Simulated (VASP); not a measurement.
Level of theory: revPBE GGA, VASP's PBE PAW potentials (set 64) (plane waves; VASP).

VASP ran on this input.

File POSCAR:
```
BaTiO3
1
    4.0009371779     0.0000000000     0.0000000000
    0.0000000000     4.0009371779     0.0000000000
    0.0000000000    -0.0000000000     4.3798304939
Ba Ti O
1 1 3
Direct
  1.0000000000   0.0000000000   0.0200918820
  0.5000000000   0.5000000000   0.5372030589
  0.5000000000   0.5000000000   0.9482296846
  0.0000000000   0.5000000000   0.4792376873
  0.5000000000   0.0000000000   0.4792376873
```

**KPOINTS**
```
Automatic mesh
0
Gamma
6 6 6
0 0 0
```

### INCAR
```
SYSTEM = BaTiO3
PREC = Accurate; ENCUT = 520; LREAL = .FALSE.
LASPH = .TRUE.
EDIFF = 1E-7; NELM = 100; ALGO = Normal
LMAXMIX = 4
ISMEAR = -5
GGA = RE
ISIF = 2
LWAVE = .FALSE.; LCHARG = .TRUE.; LORBIT = 11
NEDOS = 601
LEFG = .TRUE.
```

POTCAR, in this order: Ba_sv Ti_sv O (PBE.64 set). Program: vasp_std.

Output

**OUTCAR**
```
 ion  position               nearest neighbor table
   1  0.000  0.000  0.020-   4 2.84   5 2.84   4 2.84   5 2.84   3 2.85   3 2.85   3 2.85   3 2.85
                             4 3.10   5 3.10   5 3.10   4 3.10   2 3.53   2 3.53   2 3.53   2 3.53
   2  0.500  0.500  0.537-   3 1.80   4 2.02   5 2.02   5 2.02   4 2.02   1 3.53   1 3.53   1 3.53
                             1 3.53   1 3.62   1 3.62   1 3.62   1 3.62
   3  0.500  0.500  0.948-   2 1.80   1 2.85   1 2.85   1 2.85   1 2.85
   4  0.000  0.500  0.479-   2 2.02   2 2.02   1 2.84   1 2.84   1 3.10   1 3.10
   5  0.500  0.000  0.479-   2 2.02   2 2.02   1 2.84   1 2.84   1 3.10   1 3.10
  LATTYP: Found a simple tetragonal cell.
 ALAT       =     4.0009371779
 C/A-ratio  =     1.0947011410
 Subroutine PRICEL returns:
 Original cell was already a primitive cell.
 Subroutine GETGRP returns: Found  8 space group operations
The static configuration has the point symmetry C_4v.
The dynamic configuration has the point symmetry C_4v.
 Subroutine INISYM returns: Found  8 space group operations
 Subroutine IBZKPT returns following result:
 Found     40 irreducible k-points:

 Following reciprocal coordinates:
            Coordinates               Weight
  0.000000  0.000000  0.000000      1.000000
  0.166667  0.000000  0.000000      4.000000
  0.333333  0.000000  0.000000      4.000000
...
```

**OSZICAR**
```
       N       E                     dE             d eps       ncg     rms          rms(c)
DAV:   1     0.455503233916E+03    0.45550E+03   -0.21092E+04  1920   0.177E+03
DAV:   2    -0.184343386440E+01   -0.45735E+03   -0.45080E+03  2464   0.482E+02
DAV:   3    -0.468138440426E+02   -0.44970E+02   -0.44917E+02  2768   0.145E+02
DAV:   4    -0.488747926661E+02   -0.20609E+01   -0.20597E+01  2840   0.281E+01
DAV:   5    -0.489477055449E+02   -0.72913E-01   -0.72910E-01  2656   0.375E+00    0.234E+01
DAV:   6    -0.385688006929E+02    0.10379E+02   -0.79646E+01  3056   0.776E+01    0.106E+01
DAV:   7    -0.385019283983E+02    0.66872E-01   -0.15836E+01  2680   0.298E+01    0.679E+00
DAV:   8    -0.382873658119E+02    0.21456E+00   -0.10190E+00  2688   0.966E+00    0.316E+00
DAV:   9    -0.383357425426E+02   -0.48377E-01   -0.41612E-01  2760   0.569E+00    0.157E+00
DAV:  10    -0.383167970029E+02    0.18946E-01   -0.22825E-01  2640   0.473E+00    0.481E-01
DAV:  11    -0.383142161530E+02    0.25808E-02   -0.12503E-02  2456   0.822E-01    0.218E-01
DAV:  12    -0.383137432125E+02    0.47294E-03   -0.41696E-03  2512   0.433E-01    0.513E-02
DAV:  13    -0.383137817056E+02   -0.38493E-04   -0.46574E-04  2456   0.173E-01    0.262E-02
DAV:  14    -0.383138034504E+02   -0.21745E-04   -0.10557E-04  2648   0.837E-02    0.153E-02
DAV:  15    -0.383138055122E+02   -0.20618E-05   -0.42710E-05  2960   0.564E-02    0.120E-02
DAV:  16    -0.383138046496E+02    0.86263E-06   -0.17262E-05  2616   0.405E-02    0.490E-03
DAV:  17    -0.383138044480E+02    0.20151E-06   -0.20447E-06  2560   0.144E-02    0.850E-04
DAV:  18    -0.383138044667E+02   -0.18609E-07   -0.15585E-07  1672   0.340E-03
   1 F= -.38313804E+02 E0= -.38313804E+02  d E =0.000000E+00
```

OUTCAR:
```
------------------------ aborting loop because EDIFF is reached ----------------------------------------
  FORCE on cell =-STRESS in cart. coord.  units (eV):
  Direction    XX          YY          ZZ          XY          YZ          ZX
  --------------------------------------------------------------------------------------
  Total       -0.0175728     -0.0175728     -0.0505240      0.0000000      0.0000000      0.0000000
  in kB       -0.4015782     -0.4015782     -1.1545887      0.0000000      0.0000000      0.0000000
  external PRESSURE =      -0.6525817 kB  Pullay stress =       0.0000000 kB
  volume of cell :       70.11
      direct lattice vectors                 reciprocal lattice vectors
     4.000937178  0.000000000  0.000000000     0.249941440  0.000000000  0.000000000
     0.000000000  4.000937178  0.000000000     0.000000000  0.249941440  0.000000000
     0.000000000  0.000000000  4.379830494     0.000000000  0.000000000  0.228319338
 POSITION                                       TOTAL-FORCE (eV/Angst)
 -----------------------------------------------------------------------------------
      0.00000      0.00000      0.08800         0.000000     -0.000000      0.019512
      2.00047      2.00047      2.35286         0.000000      0.000000      0.007511
      2.00047      2.00047      4.15309         0.000000      0.000000     -0.009111
      0.00000      2.00047      2.09898        -0.000000     -0.000000     -0.008956
      2.00047      0.00000      2.09898         0.000000     -0.000000     -0.008956
 -----------------------------------------------------------------------------------
    total drift:                                0.000000      0.000000      0.000115
  FREE ENERGIE OF THE ION-ELECTRON SYSTEM (eV)
  ---------------------------------------------------
  free  energy   TOTEN  =       -38.3138044667 eV

  energy  without entropy=      -38.3138044667  energy(sigma->0) =      -38.31380447

 total charge

# of ion       s       p       d       tot
------------------------------------------
    1        2.005   5.652   0.279   7.935
    2        2.215   6.245   1.771  10.231
    3        1.576   3.450   0.000   5.026
    4        1.565   3.453   0.000   5.018
    5        1.565   3.453   0.000   5.018
--------------------------------------------------
tot          8.925  22.254   2.050  33.229
```
(Selected blocks of OUTCAR.)

The compound is BaTiO3 in the tetragonal perovskite structure. It was relaxed first, which changed the volume by +9 %.
